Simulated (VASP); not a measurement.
Given:

```
CELL_PARAMETERS angstrom
      0.00000     2.69238     2.69238
      2.69238     0.00000     2.69238
      2.69238     2.69238     0.00000
ATOMIC_POSITIONS crystal
  Si 0.00000 0.00000 0.00000
  Si 0.25000 0.25000 0.25000
```

All values below come from r2SCAN meta-GGA, VASP's PBE PAW potentials (set 64) (plane waves; VASP). Numerical set-up: 520 eV cut-off, 8×8×8 Γ-centred mesh, Gaussian smearing of 0.050 eV, potentials Si.

Predict the energy per atom (σ→0), pressure.

The energy per atom (σ→0) comes out as -846.0 kJ/mol of atoms and the pressure is 3.19 GPa.

Total energies compare only between runs with the same potentials, cut-off and functional.

The compound is Si in the diamond structure. This cell is one point of a volume scan, at 0.97 of the reference volume.
